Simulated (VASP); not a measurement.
Given:

```
CELL_PARAMETERS angstrom
      0.00000     2.97460     2.97460
      2.97460     0.00000     2.97460
     11.90004    11.90004    -0.00164
ATOMIC_POSITIONS crystal
  Ga 0.02119 0.02119 0.98411
  Ga 0.00741 0.00741 0.24445
  Ga 0.99385 0.99385 0.50461
  Ga 0.97923 0.97923 0.76558
  Sb 0.26275 0.26275 0.05293
  Sb 0.24957 0.24957 0.31282
  Sb 0.23638 0.23638 0.57272
  P  0.24963 0.24963 0.81278
```

All values below come from PBEsol GGA, VASP's PBE PAW potentials (set 64) (plane waves; VASP). Run with 400 eV cut-off, 10×10×3 Γ-centred mesh, tetrahedra with Blöchl corrections, potentials Ga_d Sb P.

Unless said otherwise, spin-orbit coupling is left out, though it shifts the bands of the heavy elements here.

Problem. Estimate the energy per atom (σ→0), band gap (on the k-mesh) with the smallest direct gap where there is one.

Solution. 
```yaml
band gap (on the k-mesh): none (metal, semimetal or under 0.01 eV)
energy per atom (σ→0): -4240 meV/atom
```

Only differences to runs with the same potentials and settings are physical.

The structure was generated: Ga4PSb3 was put into an ordered model structure (R3m), which need not be its known phase. It was relaxed first.
